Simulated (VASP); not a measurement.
An input for Quantum ESPRESSO's pw.x (written as the equivalent of a VASP run, and not itself run):

```
&CONTROL
  calculation = 'scf'
  pseudo_dir = './pseudo'
  outdir = './out'
  tprnfor = .true.
  tstress = .true.
/
&SYSTEM
  ibrav = 0
  nat = 2
  ntyp = 2
  ecutwfc = 88
  occupations = 'smearing'
  smearing = 'fermi-dirac'
  degauss = 0.000735
  input_dft = 'pbe'
/
&ELECTRONS
  conv_thr = 7.3e-08
  electron_maxstep = 100
/
ATOMIC_SPECIES
  Be 9.012 Be.upf
  Te 127.600 Te.upf
CELL_PARAMETERS angstrom
     0.0000000    2.8150000    2.8150000
     2.8150000    0.0000000    2.8150000
     2.8150000    2.8150000    0.0000000
ATOMIC_POSITIONS crystal
  Be   0.0000000  0.0000000  0.0000000
  Te   0.2500000  0.2500000  0.2500000
K_POINTS automatic
  5 5 5 0 0 0
```

Task: Write the VASP files for the same calculation (PBE).

Result: Several could match; the one computed here: 
### KPOINTS
```
Automatic mesh
0
Gamma
5 5 5
0 0 0
```

POSCAR:
```
BeTe
1.0
  0.0000000000   2.8150000000   2.8150000000
  2.8150000000   0.0000000000   2.8150000000
  2.8150000000   2.8150000000   0.0000000000
Be Te
1 1
Direct
  0.0000000000   0.0000000000   0.0000000000
  0.2500000000   0.2500000000   0.2500000000
```

INCAR:
```
# general
SYSTEM  = BeTe
PREC    = Accurate
ENCUT   = 300   # plane-wave cut-off (eV)
LREAL   = .False.   # projection in real space or not
LASPH   = .True.   # aspherical one-centre terms

# electronic loop
EDIFF   = 1E-6
NELM    = 100   # most electronic steps
ALGO    = Normal   # blocked Davidson
LMAXMIX = 4   # l cut-off of mixed one-centre charges

# smearing
ISMEAR  = -1   # Fermi-Dirac
SIGMA   = 0.01   # width (eV)

# functional
GGA     = PE   # PBE

# ions
ISIF    = 2   # forces and stress, cell fixed

# output
LWAVE   = .False.
LCHARG  = .False.
```

POTCAR, in this order: Be Te (PBE.64 set). Program: vasp_std.

What does not carry over: the potentials are each code's own (VASP's PAW set, PseudoDojo norm-conserving files in pw.x), so ENCUT and ecutwfc are chosen apart and not converted; conv_thr bounds pw.x's estimated SCF error, while EDIFF bounds the energy change between steps.

The structure is a typed BeTe crystal (F-43m). The cell was not relaxed at this level.
